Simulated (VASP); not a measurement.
An input for Ansatz (written as the equivalent of a VASP run, and not itself run):

Ansatz 0.2 input:
```yaml
crystal:
  lattice:
    - [1.6806695, -4.8894694, 0.0000000]
    - [1.6806695, 4.8894694, 0.0000000]
    - [0.0000000, 0.0000000, 3.7711496]
  atoms:
    - { symbol: P, position: [0.1122290, 0.8877710, 0.9448448] }
    - { symbol: P, position: [0.3877710, 0.6122290, 0.4448448] }
    - { symbol: P, position: [0.6122290, 0.3877710, 0.5551552] }
    - { symbol: P, position: [0.8877710, 0.1122290, 0.0551552] }
kpoints:
  mp_grid: { grid: [10, 10, 8] }
hamiltonian:
  xc: pbesol
  pseudopotentials: { kind: paw }
scf:
  occupations: { method: methfessel_paxton, width: 0.1 }
  max_iter: 100
relax:
  max_steps: 40
  f_tol: 0.02
  cell: { p_target: 5 }
output: { forces: true, stress: true, eigenvalues: true }
```

### Question
Write the VASP files for the same calculation (PBEsol).

### Answer
One answer among several that fit: 
### INCAR
```
ALGO = Normal
EDIFF = 1E-6
EDIFFG = -0.02
ENCUT = 500
GGA = PS
IBRION = 2
ISIF = 3
ISMEAR = 1
LASPH = T
LCHARG = F
LREAL = F
LWAVE = F
NELM = 100
NSW = 40
PREC = Accurate
PSTRESS = 50
SIGMA = 0.1
SYSTEM = P
```

**KPOINTS**
```
kpoints
0
gamma
10 10 8
```

### POSCAR
```
P
1
    1.6806694548    -4.8894693787     0.0000000000
    1.6806694548     4.8894693787    -0.0000000000
    0.0000000000     0.0000000000     3.7711495850
P
4
Direct
  0.1122290301   0.8877709699   0.9448447589
  0.3877709699   0.6122290301   0.4448447589
  0.6122290301   0.3877709699   0.5551552411
  0.8877709699   0.1122290301   0.0551552411
```

POTCAR, in this order: P (PBE.64 set). Program: vasp_std.

What does not carry over: each code has its own PAW files, so the cut-off isn't converted (ENCUT is set for VASP's; basis.ecutwfc is left out, and Ansatz then takes the one that its files recommend); Ansatz stops its SCF on the density residual and VASP on the energy change (EDIFF).

The compound is P in the black structure. This run relaxes it under an external pressure of 5 GPa. Symmetry was kept, so distortions that lower it aren't found.
